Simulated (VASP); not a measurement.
# SiO2 (Quartz): what each functional gives for the gap

How does the band gap of SiO2 (Quartz) depend on the functional? The starting structure is a measured crystal structure from the Crystallography Open Database. The atoms were first relaxed with LDA in that cell, in a run that isn't shown, and the relaxed structure is the one below. Meshes and data sets differ where the inputs say so.

Calculated with VASP 6.6.1; Kohn-Sham DFT with plane waves and PAW; LDA, PBE, r2SCAN and TB-mBJ.

## (1) The structure

The structure is trigonal, space group P3_221 (No. 154). The conventional cell has a = 4.921 Å, b = 4.921 Å, c = 5.409 Å, α = 90.00°, β = 90.00°, γ = 120.00°. Si has 4 O at 1.61 Å nearest. Nearest to O lie 2 Si at 1.61 Å. Farther neighbours and most contacts between anions are not listed.

## (2) Bands with LDA

LDA, the lowest rung, knows the local density alone.

File INCAR:

```
SYSTEM = SiO2
PREC = Accurate
ENCUT = 460
EDIFF = 1E-06
NELM = 100
ISMEAR = 0
SIGMA = 0.03
LREAL = .FALSE.
ALGO = Normal
GGA = CA
NBANDS = 46
LORBIT = 11
LWAVE = .FALSE.
LCHARG = .FALSE.
KPAR = 16
LASPH = .TRUE.
```

File POSCAR:

```
SiO2
1.0
    4.9209000000      0.0000000000      0.0000000000
   -2.4604500000      4.2616244095      0.0000000000
    0.0000000000      0.0000000000      5.4091000000
Si O
3 6
Direct
    0.5312129945      0.5312129945      0.0000000000
    0.0000000000      0.4687870055      0.3333333333
    0.4687870055      0.0000000000      0.6666666667
    0.1448427016      0.7315748149      0.5479944472
    0.8551572984      0.5867321133      0.1186722194
    0.5867321133      0.8551572984      0.8813277806
    0.7315748149      0.1448427016      0.4520055528
    0.2684251851      0.4132678867      0.2146611139
    0.4132678867      0.2684251851      0.7853388861
```

File KPOINTS:

```
Automatic mesh
0
Gamma
6 6 4
0 0 0
```

File KPOINTS_OPT:

```
Line mode
8
Line-mode
Reciprocal
  0.00000000   0.00000000   0.00000000 GAMMA
  0.50000000   0.00000000   0.00000000 M

  0.50000000   0.00000000   0.00000000 M
  0.33333333   0.33333333   0.00000000 K

  0.33333333   0.33333333   0.00000000 K
  0.00000000   0.00000000   0.00000000 GAMMA

  0.00000000   0.00000000   0.00000000 GAMMA
  0.00000000   0.00000000   0.50000000 A

  0.00000000   0.00000000   0.50000000 A
  0.50000000   0.00000000   0.50000000 L

  0.50000000   0.00000000   0.50000000 L
  0.33333333   0.33333333   0.50000000 H

  0.33333333   0.33333333   0.50000000 H
  0.00000000   0.00000000   0.50000000 A

  0.50000000   0.00000000   0.50000000 L
  0.50000000   0.00000000   0.00000000 M

  0.33333333   0.33333333   0.00000000 K
  0.33333333   0.33333333   0.50000000 H
```

The projector-augmented-wave data sets are Si and O (LDA family, release 64).

Command:

```
$ mpirun -np 16 vasp_std
```

Log:

```text
[banner, memory and clock lines left out]
running   16 mpi-ranks, on    1 nodes
 distrk:  each k-point on    1 cores,   16 groups
 distr:  one band on    1 cores,    1 groups

 POSCAR found type information on POSCAR SiO
 POSCAR found :  2 types and       9 ions
|                                                                             |
|           W    W    AA    RRRRR   N    N  II  N    N   GGGG   !!!           |
|           W    W   A  A   R    R  NN   N  II  NN   N  G    G  !!!           |
|           W    W  A    A  R    R  N N  N  II  N N  N  G       !!!           |
|           W WW W  AAAAAA  RRRRR   N  N N  II  N  N N  G  GGG   !            |
|           WW  WW  A    A  R   R   N   NN  II  N   NN  G    G                |
|           W    W  A    A  R    R  N    N  II  N    N   GGGG   !!!           |
|                                                                             |
|     For optimal performance we recommend to set                             |
|       NCORE = 2 up to number-of-cores-per-socket                            |
|     NCORE specifies how many cores store one orbital (NPAR=cpu/NCORE).      |
|     This setting can greatly improve the performance of VASP for DFT.       |
|     The default, NCORE=1 might be grossly inefficient on modern             |
|     multi-core architectures or massively parallel machines. Do your        |
|     Unfortunately you need to use the default for GW and RPA                |
|     calculations (for HF NCORE is supported but not extensively tested      |
|     yet).                                                                   |
|                                                                             |

 LDA part: xc-table for (Slater(with rela. corr.)+CA(PZ))
 , standard interpolation
 POSCAR, INCAR and KPOINTS ok, starting setup
 FFT: planning ... GRIDC
 FFT: planning ... GRID_SOFT
 FFT: planning ... GRID
 WAVECAR not read
 entering main loop
       N       E                     dE             d eps       ncg     rms          rms(c)
DAV:   1     0.194651205803E+03    0.19465E+03   -0.22476E+04  2224   0.877E+02
DAV:   2    -0.749057728279E+02   -0.26956E+03   -0.26014E+03  2648   0.232E+02
DAV:   3    -0.877169853586E+02   -0.12811E+02   -0.12725E+02  2720   0.490E+01
DAV:   4    -0.878183402462E+02   -0.10135E+00   -0.10133E+00  2566   0.490E+00
DAV:   5    -0.878193260260E+02   -0.98578E-03   -0.98576E-03  2612   0.455E-01    0.259E+01
DAV:   6    -0.781775540653E+02    0.96418E+01   -0.22402E+01  2388   0.230E+01    0.134E+01
DAV:   7    -0.780337259156E+02    0.14383E+00   -0.84010E-01  2522   0.373E+00    0.444E+00
DAV:   8    -0.779458780117E+02    0.87848E-01   -0.49467E-02  2668   0.127E+00    0.175E+00
DAV:   9    -0.779284175119E+02    0.17460E-01   -0.16877E-02  2660   0.726E-01    0.250E-01
DAV:  10    -0.779288160775E+02   -0.39857E-03   -0.70782E-04  2480   0.117E-01    0.746E-02
DAV:  11    -0.779288294547E+02   -0.13377E-04   -0.68201E-05  2628   0.453E-02    0.730E-03
DAV:  12    -0.779288293366E+02    0.11816E-06   -0.52488E-06  2634   0.987E-03
   1 F= -.77928829E+02 E0= -.77928829E+02  d E =-.108716E-23
 Start KPOINTS_OPT (optional k-point list driver)
k-point batch [1-24\72]
       N       E                     dE             ncg
DAV:   1    -0.488748887621E+03   -0.19434E+05     2208
DAV:   2    -0.653820048791E+04   -0.60495E+04     2692
DAV:   3    -0.684359826253E+04   -0.30540E+03     2736
DAV:   4    -0.684605721270E+04   -0.24590E+01     2582
DAV:   5    -0.684608225872E+04   -0.25046E-01     2748
DAV:   6    -0.684608266334E+04   -0.40462E-03     2650
DAV:   7    -0.684608267160E+04   -0.82633E-05     2498
DAV:   8    -0.684608267192E+04   -0.31971E-06     1866
[...]
k-point batch [49-72\72]
       N       E                     dE             ncg
DAV:   1    -0.398301096223E+03   -0.28364E+05     2208
DAV:   2    -0.653922796948E+04   -0.61409E+04     2670
DAV:   3    -0.684539281323E+04   -0.30616E+03     2768
DAV:   4    -0.684789728410E+04   -0.25045E+01     2610
DAV:   5    -0.684792283420E+04   -0.25550E-01     2666
DAV:   6    -0.684792324727E+04   -0.41307E-03     2738
DAV:   7    -0.684792325579E+04   -0.85144E-05     2400
DAV:   8    -0.684792325610E+04   -0.30917E-06     2020
```

Run time: 14 s. Hardware: 16 MPI ranks of Intel Xeon 6975P-C (Granite Rapids), shared host; peak memory 4.5 GiB.

The logs omit lines about the potential files and the build; timing stands in the text.

Parts of OUTCAR (step 2):

```text
ion  position               nearest neighbor table
   1  0.531  0.531  0.000-   5 1.61   6 1.61   8 1.61   9 1.61   2 3.06   2 3.06   3 3.06   3 3.06

  LATTYP: Found a hexagonal cell.
 ALAT       =     4.9209000000
 C/A-ratio  =     1.0992094942

 Subroutine GETGRP returns: Found  6 space group operations
 (whereof  2 operations were pure point group operations)

The static configuration has the point symmetry C_2 .
 The point group associated with its full space group is D_3 .

 Found     24 irreducible k-points:

   k-points           NKPTS =     24   k-points in BZ     NKDIM =     24   number of bands    NBANDS=     46

   dimension x,y,z NGX =    36 NGY =   36 NGZ =   40
   dimension x,y,z NGXF=    72 NGYF=   72 NGZF=   80

   ENCUT  =  460.0 eV  33.81 Ry    5.81 a.u.   8.61  8.61  9.46*2*pi/ulx,y,z

   NELECT =      48.0000    total number of electrons

 k-points in reciprocal lattice and weights: Automatic mesh
   0.00000000  0.00000000  0.00000000       0.007
   0.16666667 -0.00000000  0.00000000       0.042
   0.33333333 -0.00000000  0.00000000       0.042
   0.50000000 -0.00000000  0.00000000       0.021
   0.16666667  0.16666667  0.00000000       0.042
   0.33333333  0.16666667  0.00000000       0.083
   0.33333333  0.33333333  0.00000000       0.014
   0.00000000  0.00000000  0.25000000       0.014
   0.16666667 -0.00000000  0.25000000       0.042
[...]
0.33333333  0.16666667  0.50000000       0.083
   0.33333333  0.33333333  0.50000000       0.014

 average (electrostatic) potential at core
       1 -88.1597       2 -88.1597       3 -88.1597       4 -73.5524       5 -73.5524
       6 -73.5524       7 -73.5524       8 -73.5524       9 -73.5524

 E-fermi :   1.0329

 k-point     1 :       0.0000    0.0000    0.0000
  band No.  band energies     occupation
    ...
     20      -0.1897      2.00000
     21      -0.1897      2.00000
     22       0.1257      2.00000
     23       0.5032      2.00000
     24       0.5032      2.00000
     25       6.5516      0.00000
     26       9.8147      0.00000
     27       9.8147      0.00000
     28      10.2784      0.00000
     29      10.2784      0.00000
    ...

 k-point     2 :       0.1667   -0.0000    0.0000
  band No.  band energies     occupation
    ...
     20      -0.2494      2.00000
     21      -0.1882      2.00000
     22       0.0255      2.00000
     23       0.5620      2.00000
     24       0.5966      2.00000
     25       6.9767      0.00000
     26       9.8007      0.00000
     27       9.8623      0.00000
     28      10.3094      0.00000
     29      10.4223      0.00000
    ...

 k-point     3 :       0.3333   -0.0000    0.0000
  band No.  band energies     occupation
    ...
     20      -0.2908      2.00000
     21      -0.2121      2.00000
     22      -0.0089      2.00000
     23       0.5812      2.00000
     24       0.7363      2.00000
     25       7.9765      0.00000
     26       9.8528      0.00000
     27       9.9561      0.00000
     28      10.4328      0.00000
     29      10.7770      0.00000
    ...

  Total       -0.9884573     -0.9884573     -0.8865333     -0.0000000      0.0000000      0.0000000
  in kB      -13.9612333    -13.9612333    -12.5216308     -0.0000000      0.0000000      0.0000000
  external PRESSURE =     -13.4813658 kB  Pullay stress =       0.0000000 kB

  energy-cutoff  :      460.00
  volume of cell :      113.43
      direct lattice vectors                 reciprocal lattice vectors
     4.920900000  0.000000000  0.000000000     0.203214859  0.117326154  0.000000000
    -2.460450000  4.261624410  0.000000000     0.000000000  0.234652307  0.000000000
     0.000000000  0.000000000  5.409100000     0.000000000  0.000000000  0.184873639

 POSITION                                       TOTAL-FORCE (eV/Angst)
 -----------------------------------------------------------------------------------
      1.30702      2.26383      0.00000        -0.006998     -0.012121      0.000000
     -1.15343      1.99779      1.80303        -0.006998      0.012121      0.000000
      2.30685      0.00000      3.60607         0.013997      0.000000      0.000000
     -1.08725      3.11770      2.96416         0.009849      0.000815      0.015101
      2.76452      2.50043      0.64191        -0.005630     -0.008122     -0.015101
      0.78318      3.64436      4.76719        -0.004219     -0.008937      0.015101
      3.24363      0.61727      2.44494        -0.004219      0.008937     -0.015101
      0.30407      1.76119      1.16112        -0.005630      0.008122      0.015101
      1.37320      1.14393      4.24798         0.009849     -0.000815     -0.015101
 -----------------------------------------------------------------------------------
    total drift:                               -0.000015     -0.000027      0.000001

  FREE ENERGIE OF THE ION-ELECTRON SYSTEM (eV)
  ---------------------------------------------------
  free  energy   TOTEN  =       -77.9288293366 eV

  energy  without entropy=      -77.9288293366  energy(sigma->0) =      -77.92882934

 total charge
# of ion       s       p       d       tot
------------------------------------------
    1        0.653   1.023   0.000   1.677
    2        0.653   1.023   0.000   1.677
    3        0.653   1.023   0.000   1.677
    4        1.547   3.686   0.000   5.233
    5        1.547   3.686   0.000   5.233
    6        1.547   3.686   0.000   5.233
    7        1.547   3.686   0.000   5.233
    8        1.547   3.686   0.000   5.233
    9        1.547   3.686   0.000   5.233
--------------------------------------------------
tot         11.242  25.185   0.000  36.427

[... 3 further parts left out ...]
```

LDA gives a least gap of 5.723 eV, and a least direct gap of 6.028 eV.

## (3) Bands with PBE

PBE, the usual starting point, adds the gradient of the density.

Edit INCAR of step 2 so:

```diff
@@ -9,3 +9,3 @@
 ALGO = Normal
-GGA = CA
+GGA = PE
 NBANDS = 46
```

POSCAR is that of step 2.

KPOINTS is that of step 2.

KPOINTS_OPT is that of step 2.

Potentials, in the order of the species: Si and O (PBE family, release 64).

Command:

```
$ mpirun -np 16 vasp_std
```

Log:

```text
[banner, memory and clock lines left out]
running   16 mpi-ranks, on    1 nodes
[...]
[... a notice as in an earlier step ...]

 LDA part: xc-table for (Slater+PW92), standard interpolation
 POSCAR, INCAR and KPOINTS ok, starting setup
[...]
entering main loop
       N       E                     dE             d eps       ncg     rms          rms(c)
DAV:   1     0.206162372287E+03    0.20616E+03   -0.22547E+04  2224   0.878E+02
DAV:   2    -0.673297180395E+02   -0.27349E+03   -0.26390E+03  2648   0.234E+02
DAV:   3    -0.804621646724E+02   -0.13132E+02   -0.13044E+02  2720   0.497E+01
DAV:   4    -0.805648580663E+02   -0.10269E+00   -0.10267E+00  2564   0.492E+00
[...]
DAV:  12    -0.710733323893E+02   -0.10866E-04   -0.18960E-05  2534   0.196E-02    0.154E-02
DAV:  13    -0.710733340282E+02   -0.16388E-05   -0.56045E-06  2542   0.111E-02    0.505E-03
DAV:  14    -0.710733344927E+02   -0.46457E-06   -0.33646E-07  1990   0.267E-03
   1 F= -.71073334E+02 E0= -.71073334E+02  d E =-.337222E-13
 Start KPOINTS_OPT (optional k-point list driver)
k-point batch [1-24\72]
       N       E                     dE             ncg
DAV:   1    -0.151012330288E+03   -0.19096E+05     2208
DAV:   2    -0.630445696389E+04   -0.61534E+04     2692
DAV:   3    -0.661507487056E+04   -0.31062E+03     2744
DAV:   4    -0.661757907173E+04   -0.25042E+01     2570
DAV:   5    -0.661760388858E+04   -0.24817E-01     2734
DAV:   6    -0.661760427009E+04   -0.38151E-03     2658
DAV:   7    -0.661760427746E+04   -0.73682E-05     2420
DAV:   8    -0.661760427775E+04   -0.28847E-06     1906
[...]
k-point batch [49-72\72]
       N       E                     dE             ncg
DAV:   1    -0.622703272834E+02   -0.28028E+05     2208
DAV:   2    -0.630637234949E+04   -0.62441E+04     2676
DAV:   3    -0.661722434822E+04   -0.31085E+03     2752
DAV:   4    -0.661976404652E+04   -0.25397E+01     2626
DAV:   5    -0.661978926910E+04   -0.25223E-01     2644
DAV:   6    -0.661978965646E+04   -0.38736E-03     2778
DAV:   7    -0.661978966399E+04   -0.75314E-05     2314
DAV:   8    -0.661978966428E+04   -0.28608E-06     1980
```

The job ended after 16 s (16 MPI ranks; peak memory 5.1 GiB; 3.2 min of CPU time).

Parts of OUTCAR (step 3):

```text
  Total        3.9203104      3.9203104      4.0967155     -0.0000000      0.0000000      0.0000000
  in kB       55.3715036     55.3715036     57.8630956     -0.0000000      0.0000000      0.0000000
  external PRESSURE =      56.2020343 kB  Pullay stress =       0.0000000 kB

 POSITION                                       TOTAL-FORCE (eV/Angst)
 -----------------------------------------------------------------------------------
      1.30702      2.26383      0.00000        -0.015037     -0.026045      0.000000
     -1.15343      1.99779      1.80303        -0.015037      0.026045     -0.000000
      2.30685      0.00000      3.60607         0.030075      0.000000      0.000000
     -1.08725      3.11770      2.96416        -0.264848      0.009872      0.160495
      2.76452      2.50043      0.64191         0.123874      0.234301     -0.160495
      0.78318      3.64436      4.76719         0.140974      0.224429      0.160495
      3.24363      0.61727      2.44494         0.140974     -0.224429     -0.160495
      0.30407      1.76119      1.16112         0.123874     -0.234301      0.160495
      1.37320      1.14393      4.24798        -0.264848     -0.009872     -0.160495
 -----------------------------------------------------------------------------------
    total drift:                               -0.000013     -0.000023      0.000000

  FREE ENERGIE OF THE ION-ELECTRON SYSTEM (eV)
  ---------------------------------------------------
  free  energy   TOTEN  =       -71.0733344927 eV

  energy  without entropy=      -71.0733344927  energy(sigma->0) =      -71.07333449

[... 2 parts as in an earlier step ...]

[... 1 further part left out ...]
[key lines of the parts left out:]
E-fermi :   1.2176
```

PBE gives a least gap of 5.967 eV, and a least direct gap of 6.262 eV. The least gap is +0.244 eV from that of LDA.

(Part 1 of 2 ends here.)

[Lines on the potential files, build, host, timing and source positions are cut from VASP's logs without a mark.]

[Logs are printed without paths, hosts, clocks, repeated set-up lines and the standing remarks that a program may print on its own settings, such as how far it seeks lower states.]

[Hosts, paths, dates, database ids (printed as entryN), source tags and the programs' standing remarks are cut or masked in the printed files.]
